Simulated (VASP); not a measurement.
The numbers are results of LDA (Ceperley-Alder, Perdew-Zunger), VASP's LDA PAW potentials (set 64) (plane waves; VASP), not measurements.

VASP input:

File POSCAR:
```
MoTe2
13.960
  0.1260744986  -0.2183674069   0.0000000000
  0.1260744986   0.2183674069   0.0000000000
  0.0000000000   0.0000000000   1.0000000000
Te Mo
4 2
Cart
  0.1260744986   0.0727892812   0.8790000000
  0.1260744986  -0.0727892812   0.3790000000
  0.1260744986  -0.0727892812   0.1210000000
  0.1260744986   0.0727892812   0.6210000000
  0.1260744986   0.0727892812   0.2500000000
  0.1260744986  -0.0727892812   0.7500000000
```

### KPOINTS
```
Automatic
0
Gamma
5 5 1
```

INCAR:
```
# general
SYSTEM  = MoTe2
PREC    = Accurate
ENCUT   = 300   # plane-wave cut-off (eV)
LREAL   = F   # projection in real space or not
LASPH   = T   # aspherical one-centre terms

# electronic loop
EDIFF   = 1E-6   # SCF stop (eV)
NELM    = 100
ALGO    = Normal
LMAXMIX = 4   # l cut-off of mixed one-centre charges

# smearing
ISMEAR  = -1   # Fermi-Dirac
SIGMA   = 0.02   # width (eV)

# ions
ISIF    = 2   # forces and stress, cell fixed

# output
LWAVE   = F
LCHARG  = F
```

POTCAR, in this order: Te Mo_sv (LDA.64 set). Program: vasp_std.

The resulting files:

OUTCAR:
```
 ion  position               nearest neighbor table
   1  0.333  0.667  0.879-   6 2.72   6 2.72   6 2.72   4 3.60
   2  0.667  0.333  0.379-   5 2.72   5 2.72   5 2.72   3 3.60
   3  0.667  0.333  0.121-   5 2.72   5 2.72   5 2.72   2 3.60
   4  0.333  0.667  0.621-   6 2.72   6 2.72   6 2.72   1 3.60
   5  0.333  0.667  0.250-   2 2.72   3 2.72   2 2.72   3 2.72   2 2.72   3 2.72
   6  0.667  0.333  0.750-   1 2.72   4 2.72   1 2.72   4 2.72   1 2.72   4 2.72
  LATTYP: Found a hexagonal cell.
 ALAT       =     3.5199996351
 C/A-ratio  =     3.9659095020
 Subroutine PRICEL returns:
 Original cell was already a primitive cell.
 Subroutine GETGRP returns: Found 24 space group operations
The static configuration has the point symmetry D_3d.
 The point group associated with its full space group is D_6h.
The dynamic configuration has the point symmetry D_3d.
 Subroutine INISYM returns: Found 24 space group operations
 Subroutine IBZKPT returns following result:
 Found      5 irreducible k-points:

 Following reciprocal coordinates:
            Coordinates               Weight
  0.000000  0.000000  0.000000      1.000000
  0.200000 -0.000000  0.000000      6.000000
  0.400000 -0.000000  0.000000      6.000000
  0.200000  0.200000  0.000000      6.000000
  0.400000  0.200000  0.000000      6.000000
   k-points           NKPTS =      5   k-points in BZ     NKDIM =      5   number of bands    NBANDS=     31
   number of dos      NEDOS =    301   number of ions     NIONS =      6
   total plane-waves  NPLWV =  32000
   dimension x,y,z NGX =    20 NGY =   20 NGZ =   80
   dimension x,y,z NGXF=    40 NGYF=   40 NGZF=  160
   ions per type =               4   2
   PREC   = accura    normal or accurate (medium, high low for compatibility)
   ISTART =      0    job   : 0-new  1-cont  2-samecut
   ICHARG =      2    charge: 1-file 2-atom 10-const
   ISPIN  =      1    spin polarized calculation?
   LNONCOLLINEAR =      F non collinear calculations
   LSORBIT =      F    spin-orbit coupling
   INIWAV =      1    electr: 0-lowe 1-rand  2-diag
...
```

**OSZICAR**
```
       N       E                     dE             d eps       ncg     rms          rms(c)
DAV:   1     0.271078775732E+03    0.27108E+03   -0.21227E+04   390   0.976E+02
DAV:   2    -0.249063079324E+02   -0.29599E+03   -0.28863E+03   383   0.285E+02
DAV:   3    -0.420801044739E+02   -0.17174E+02   -0.17041E+02   368   0.550E+01
DAV:   4    -0.425664013762E+02   -0.48630E+00   -0.48368E+00   388   0.945E+00
DAV:   5    -0.425826183581E+02   -0.16217E-01   -0.16208E-01   400   0.169E+00    0.222E+01
DAV:   6    -0.417118938539E+02    0.87072E+00   -0.98158E+00   393   0.159E+01    0.903E+00
DAV:   7    -0.416011996939E+02    0.11069E+00   -0.92990E+00   355   0.127E+01    0.650E+00
DAV:   8    -0.411752713043E+02    0.42593E+00   -0.18984E+00   392   0.626E+00    0.285E+00
DAV:   9    -0.411744887657E+02    0.78254E-03   -0.22746E-01   407   0.215E+00    0.114E+00
DAV:  10    -0.411670388821E+02    0.74499E-02   -0.52798E-02   399   0.118E+00    0.249E-01
DAV:  11    -0.411671075794E+02   -0.68697E-04   -0.20234E-03   383   0.215E-01    0.251E-01
DAV:  12    -0.411670955824E+02    0.11997E-04   -0.14156E-04   383   0.548E-02    0.143E-01
DAV:  13    -0.411670574465E+02    0.38136E-04   -0.15875E-04   413   0.676E-02    0.465E-02
DAV:  14    -0.411670577222E+02   -0.27573E-06   -0.41083E-06   334   0.965E-03
   1 F= -.41167058E+02 E0= -.41167058E+02  d E =-.790118E-08
```

**OUTCAR**
```
------------------------ aborting loop because EDIFF is reached ----------------------------------------
  FORCE on cell =-STRESS in cart. coord.  units (eV):
  Direction    XX          YY          ZZ          XY          YZ          ZX
  --------------------------------------------------------------------------------------
  Total       -2.6918699     -2.6918692     -2.1970153      0.0000000      0.0000000      0.0000000
  in kB      -28.7914364    -28.7914285    -23.4986194      0.0000000      0.0000000      0.0000000
  external PRESSURE =     -27.0271614 kB  Pullay stress =       0.0000000 kB
  volume of cell :      149.80
      direct lattice vectors                 reciprocal lattice vectors
     1.760000000 -3.048409000  0.000000000     0.284090909 -0.164019986  0.000000000
     1.760000000  3.048409000  0.000000000     0.284090909  0.164019986  0.000000000
     0.000000000  0.000000000 13.960000000     0.000000000  0.000000000  0.071633238
 POSITION                                       TOTAL-FORCE (eV/Angst)
 -----------------------------------------------------------------------------------
      1.76000      1.01614     12.27084        -0.000000      0.000000     -0.260044
      1.76000     -1.01614      5.29084         0.000000     -0.000000     -0.260044
      1.76000     -1.01614      1.68916         0.000000     -0.000000      0.260044
      1.76000      1.01614      8.66916         0.000000     -0.000000      0.260044
      1.76000      1.01614      3.49000        -0.000000     -0.000000      0.000000
      1.76000     -1.01614     10.47000        -0.000000      0.000000      0.000000
 -----------------------------------------------------------------------------------
    total drift:                                0.000000      0.001618     -0.000017
  FREE ENERGIE OF THE ION-ELECTRON SYSTEM (eV)
  ---------------------------------------------------
  free  energy   TOTEN  =       -41.1670577222 eV

  energy  without entropy=      -41.1670577143  energy(sigma->0) =      -41.16705772
```
(Selected blocks of OUTCAR.)

At this cut-off the stress carries a Pulay error, which pulls relaxed volumes low.

The structure is a typed MoTe2 crystal (P6_3/mmc). The cell was not relaxed at this level. The k-mesh is coarse (spacing up to 0.45 per Å, 2π included), so the numbers may not be converged in it.
